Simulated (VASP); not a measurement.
Given:

```yaml
crystal:
  lattice:
    - [-2.10286, 2.10286, 4.85264]
    - [2.10286, -2.10286, 4.85264]
    - [2.10286, 2.10286, -4.85264]
  atoms:
    - { symbol: Sr, position: [0.00000, 0.00000, 0.00000] }
    - { symbol: P, position: [0.61549, 0.61549, 0.00000] }
    - { symbol: P, position: [0.38451, 0.38451, 0.00000] }
    - { symbol: Pd, position: [0.75000, 0.25000, 0.50000] }
    - { symbol: Pd, position: [0.25000, 0.75000, 0.50000] }
```

Computed with PBEsol GGA with spin-orbit coupling, VASP's PBE PAW potentials (set 64) (plane waves; VASP). Settings: 400 eV cut-off, 9×9×9 Γ-centred mesh, Gaussian smearing of 0.050 eV, potentials Sr_sv P Pd.

Question: Give the energies of bands 31 to 44 at the high-symmetry points, in eV from the Fermi level.

Answer: 
```json
[
 {"band": "31", "Γ": "-2.26", "X": "-2.68", "P": "-2.67", "N": "-3.23", "M": "-1.68", "S": "-3.02", "R": "-2.90"},
 {"band": "32", "Γ": "-2.26", "X": "-2.68", "P": "-2.67", "N": "-3.23", "M": "-1.68", "S": "-3.02", "R": "-2.90"},
 {"band": "33", "Γ": "-1.54", "X": "-2.65", "P": "-2.65", "N": "-2.98", "M": "-1.55", "S": "-2.97", "R": "-2.68"},
 {"band": "34", "Γ": "-1.54", "X": "-2.65", "P": "-2.65", "N": "-2.98", "M": "-1.55", "S": "-2.97", "R": "-2.68"},
 {"band": "35", "Γ": "-1.52", "X": "-2.22", "P": "-2.00", "N": "-1.96", "M": "-1.27", "S": "-0.95", "R": "-1.99"},
 {"band": "36", "Γ": "-1.52", "X": "-2.22", "P": "-2.00", "N": "-1.96", "M": "-1.27", "S": "-0.95", "R": "-1.99"},
 {"band": "37", "Γ": "-1.25", "X": "-1.41", "P": "-1.91", "N": "-0.94", "M": "-0.76", "S": "-0.79", "R": "-1.01"},
 {"band": "38", "Γ": "-1.25", "X": "-1.41", "P": "-1.91", "N": "-0.94", "M": "-0.76", "S": "-0.79", "R": "-1.01"},
 {"band": "39", "Γ": "0.04", "X": "-1.01", "P": "-0.76", "N": "0.50", "M": "1.41", "S": "-0.36", "R": "-0.92"},
 {"band": "40", "Γ": "0.04", "X": "-1.01", "P": "-0.76", "N": "0.50", "M": "1.41", "S": "-0.36", "R": "-0.92"},
 {"band": "41", "Γ": "0.09", "X": "-0.64", "P": "-0.69", "N": "1.50", "M": "1.63", "S": "1.72", "R": "-0.56"},
 {"band": "42", "Γ": "0.09", "X": "-0.64", "P": "-0.69", "N": "1.50", "M": "1.63", "S": "1.72", "R": "-0.56"},
 {"band": "43", "Γ": "0.43", "X": "1.67", "P": "1.37", "N": "1.55", "M": "2.52", "S": "2.86", "R": "1.82"},
 {"band": "44", "Γ": "0.43", "X": "1.67", "P": "1.37", "N": "1.55", "M": "2.52", "S": "2.86", "R": "1.82"}
]
```

It has no gap at this level: it comes out as a metal or semimetal.

The structure comes from a computed database's Pd2SrP2 entry (I4/mmm); how it stands against other phases isn't given here. It was relaxed first.
